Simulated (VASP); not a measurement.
Level of theory: r2SCAN meta-GGA, VASP's PBE PAW potentials (set 64) (plane waves; VASP 6.6.1).

Input for VASP

### KPOINTS
```
Automatic mesh
0
Gamma
13 13 13
0 0 0
```

KPOINTS_OPT:
```
k-points along high-symmetry lines
10
Line-mode
Reciprocal
  0.000000   0.000000   0.000000 ! GAMMA
  0.000000   0.500000   0.000000 ! X

  0.000000   0.500000   0.000000 ! X
  0.500000   0.500000   0.000000 ! M

  0.500000   0.500000   0.000000 ! M
  0.000000   0.000000   0.000000 ! GAMMA

  0.000000   0.000000   0.000000 ! GAMMA
  0.500000   0.500000   0.500000 ! R

  0.500000   0.500000   0.500000 ! R
  0.000000   0.500000   0.000000 ! X

  0.500000   0.500000   0.500000 ! R
  0.500000   0.500000   0.000000 ! M
```

POSCAR:
```
GePt
1
    3.1518090406    -0.0000000000    -0.0000000000
   -0.0000000000     3.1518090406     0.0000000000
    0.0000000000    -0.0000000000     3.1518090406
Pt Ge
1 1
Direct
  0.0000000000   0.0000000000   0.0000000000
  0.5000000000   0.5000000000   0.5000000000
```

### INCAR
```
LCHARG = .False.
LMAXMIX = 6
NELM = 100   ! most electronic steps
ISIF = 2   ! forces and stress, cell fixed
LASPH = .True.   ! aspherical one-centre terms
LWAVE = .False.
PREC = Accurate
SYSTEM = GePt
LORBIT = 11   ! lm-projected
ISMEAR = -5
LMIXTAU = .True.
EDIFF = 1E-7   ! SCF stop (eV)
METAGGA = R2SCAN
ALGO = Normal   ! blocked Davidson
LREAL = .False.   ! projection in real space or not
ENCUT = 400   ! plane-wave cut-off (eV)
NEDOS = 601
```

POTCAR, in this order: Pt Ge_d (PBE.64 set). Program: vasp_std.

The run wrote:

File OUTCAR:
```
 ion  position               nearest neighbor table
   1  0.000  0.000  0.000-   2 2.73   2 2.73   2 2.73   2 2.73   2 2.73   2 2.73   2 2.73   2 2.73
  LATTYP: Found a simple cubic cell.
 ALAT       =     3.1518090406
 Subroutine PRICEL returns:
 Original cell was already a primitive cell.
 Subroutine GETGRP returns: Found 48 space group operations
The static configuration has the point symmetry O_h .
The dynamic configuration has the point symmetry O_h .
 Subroutine INISYM returns: Found 48 space group operations
 Subroutine IBZKPT returns following result:
 Found     84 irreducible k-points:

 Following reciprocal coordinates:
            Coordinates               Weight
  0.000000  0.000000  0.000000      1.000000
  0.076923  0.000000  0.000000      6.000000
  0.153846  0.000000  0.000000      6.000000
  0.230769  0.000000  0.000000      6.000000
  0.307692  0.000000  0.000000      6.000000
  0.384615  0.000000  0.000000      6.000000
  0.461538  0.000000  0.000000      6.000000
  0.076923  0.076923  0.000000     12.000000
  0.153846  0.076923  0.000000     24.000000
  0.230769  0.076923  0.000000     24.000000
  0.307692  0.076923  0.000000     24.000000
  0.384615  0.076923  0.000000     24.000000
  0.461538  0.076923  0.000000     24.000000
  0.153846  0.153846  0.000000     12.000000
  0.230769  0.153846  0.000000     24.000000
  0.307692  0.153846  0.000000     24.000000
  0.384615  0.153846  0.000000     24.000000
  0.461538  0.153846  0.000000     24.000000
  0.230769  0.230769  0.000000     12.000000
  0.307692  0.230769  0.000000     24.000000
  0.384615  0.230769  0.000000     24.000000
  0.461538  0.230769  0.000000     24.000000
  0.307692  0.307692  0.000000     12.000000
  0.384615  0.307692  0.000000     24.000000
  0.461538  0.307692  0.000000     24.000000
  0.384615  0.384615  0.000000     12.000000
  0.461538  0.384615  0.000000     24.000000
  0.461538  0.461538  0.000000     12.000000
  0.076923  0.076923  0.076923      8.000000
  0.153846  0.076923  0.076923     24.000000
  0.230769  0.076923  0.076923     24.000000
  0.307692  0.076923  0.076923     24.000000
  0.384615  0.076923  0.076923     24.000000
  0.461538  0.076923  0.076923     24.000000
  0.153846  0.153846  0.076923     24.000000
  0.230769  0.153846  0.076923     48.000000
  0.307692  0.153846  0.076923     48.000000
  0.384615  0.153846  0.076923     48.000000
  0.461538  0.153846  0.076923     48.000000
  0.230769  0.230769  0.076923     24.000000
   k-points           NKPTS =     84   k-points in BZ     NKDIM =     84   number of bands    NBANDS=     16
   number of dos      NEDOS =    601   number of ions     NIONS =      2
   total plane-waves  NPLWV =  13824
   dimension x,y,z NGX =    24 NGY =   24 NGZ =   24
   dimension x,y,z NGXF=    48 NGYF=   48 NGZF=   48
   ions per type =               1   1
   PREC   = accura    normal or accurate (medium, high low for compatibility)
   ISTART =      0    job   : 0-new  1-cont  2-samecut
   ICHARG =      2    charge: 1-file 2-atom 10-const
   ISPIN  =      1    spin polarized calculation?
   LNONCOLLINEAR =      F non collinear calculations
   LSORBIT =      F    spin-orbit coupling
   INIWAV =      1    electr: 0-lowe 1-rand  2-diag
   ENCUT  =  400.0 eV  29.40 Ry    5.42 a.u.   5.14  5.14  5.14*2*pi/ulx,y,z
   NELM   =    100;   NELMIN=  2; NELMDL= -5     # of ELM steps
   EDIFF  = 0.1E-06   stopping-criterion for ELM
   LREAL  =      F    real-space projection
   NLSPLINE    = F    spline interpolate recip. space projectors
   LMAXMIX     =    6 max onsite mixed and CHGCAR
   VOSKOWN=      0    Vosko Wilk Nusair interpolation
...
```

**OSZICAR**
```
       N       E                     dE             d eps       ncg     rms          rms(c)
DAV:   1     0.753900497028E+02    0.75390E+02   -0.11287E+04  3040   0.329E+03
DAV:   2    -0.588157783150E+02   -0.13421E+03   -0.13177E+03  2912   0.528E+02
DAV:   3    -0.699630768051E+02   -0.11147E+02   -0.11094E+02  3152   0.103E+02
DAV:   4    -0.701630220482E+02   -0.19995E+00   -0.20003E+00  3232   0.135E+01
DAV:   5    -0.701673760044E+02   -0.43540E-02   -0.43539E-02  3408   0.211E+00    0.104E+01
DAV:   6    -0.653999913123E+02    0.47674E+01   -0.48989E+00  2792   0.177E+01    0.626E+00
DAV:   7    -0.654206159826E+02   -0.20625E-01   -0.44533E-01  2856   0.520E+00    0.355E+00
DAV:   8    -0.654206218467E+02   -0.58641E-05   -0.88097E-02  2832   0.184E+00    0.843E-01
DAV:   9    -0.654274485574E+02   -0.68267E-02   -0.36099E-02  3064   0.170E+00    0.972E-02
DAV:  10    -0.654293494643E+02   -0.19009E-02   -0.39002E-03  2880   0.623E-01    0.729E-02
DAV:  11    -0.654295837575E+02   -0.23429E-03   -0.10048E-03  2712   0.337E-01    0.567E-02
DAV:  12    -0.654299846062E+02   -0.40085E-03   -0.69094E-04  2872   0.267E-01    0.119E-02
DAV:  13    -0.654300954347E+02   -0.11083E-03   -0.54528E-05  2944   0.739E-02    0.417E-03
DAV:  14    -0.654300920899E+02    0.33448E-05   -0.55543E-06  3536   0.296E-02    0.405E-03
DAV:  15    -0.654300953052E+02   -0.32154E-05   -0.22800E-06  2904   0.133E-02    0.602E-04
DAV:  16    -0.654300955712E+02   -0.26594E-06   -0.11662E-07  2288   0.284E-03    0.435E-04
DAV:  17    -0.654300958128E+02   -0.24159E-06   -0.32689E-08  1480   0.264E-03    0.170E-04
DAV:  18    -0.654300959250E+02   -0.11220E-06   -0.78791E-09  1440   0.824E-04    0.828E-05
DAV:  19    -0.654300959478E+02   -0.22847E-07   -0.11631E-09  1368   0.321E-04
   1 F= -.65430096E+02 E0= -.65430096E+02  d E =0.000000E+00
       N       E                     dE             ncg
```

File OUTCAR:
```
------------------------ aborting loop because EDIFF is reached ----------------------------------------
  FORCE on cell =-STRESS in cart. coord.  units (eV):
  Direction    XX          YY          ZZ          XY          YZ          ZX
  --------------------------------------------------------------------------------------
  Total        0.1642007      0.1642007      0.1642007      0.0000000     -0.0000000     -0.0000000
  in kB        8.4024507      8.4024507      8.4024507      0.0000000     -0.0000000     -0.0000000
  external PRESSURE =       8.4024507 kB  Pullay stress =       0.0000000 kB
  volume of cell :       31.31
      direct lattice vectors                 reciprocal lattice vectors
     3.151809041  0.000000000  0.000000000     0.317278105  0.000000000  0.000000000
     0.000000000  3.151809041  0.000000000     0.000000000  0.317278105  0.000000000
     0.000000000  0.000000000  3.151809041     0.000000000  0.000000000  0.317278105
 POSITION                                       TOTAL-FORCE (eV/Angst)
 -----------------------------------------------------------------------------------
      0.00000      0.00000      0.00000         0.000000      0.000000      0.000000
      1.57590      1.57590      1.57590         0.000000      0.000000      0.000000
 -----------------------------------------------------------------------------------
    total drift:                                0.000000      0.000000     -0.000000
  FREE ENERGIE OF THE ION-ELECTRON SYSTEM (eV)
  ---------------------------------------------------
  free  energy   TOTEN  =       -65.4300959478 eV

  energy  without entropy=      -65.4300959478  energy(sigma->0) =      -65.43009595

 total charge

# of ion       s       p       d       tot
------------------------------------------
    1        0.624   0.476   8.208   9.308
    2        1.162   1.021  10.084  12.266
--------------------------------------------------
tot          1.786   1.497  18.292  21.574
```
(Selected blocks of OUTCAR.)

For a metal the tetrahedron method with Blöchl corrections gives inexact stress and forces.

The structure was generated: GePt was put into the CsCl type (Pm-3m), which need not be its known phase. It was relaxed first.
